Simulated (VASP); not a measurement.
Consider the following.

```xyz
2
Lattice="0.0000 2.1879 2.1879 2.1879 0.0000 2.1879 2.1879 2.1879 0.0000" Properties=species:S:1:pos:R:3 pbc="T T T"
Ti     0.0000     0.0000     0.0000
C      2.1879     2.1879     2.1879
```

The numbers are results of TPSS meta-GGA, VASP's PBE PAW potentials (set 64) (plane waves; VASP), not measurements. Numerical set-up: 520 eV cut-off, 14×14×14 Γ-centred mesh, first-order Methfessel-Paxton smearing of 0.10 eV, potentials Ti_sv C.

Give the stress tensor in GPa (positive for a compressed cell).

```
-7.11   0.00   0.00
 0.00  -7.11   0.00
 0.00   0.00  -7.11
```
The pressure is its mean diagonal, -7.11 GPa.

The compound is TiC in the rock salt structure. This cell is one point of a volume scan, at 1.03 of the reference volume.
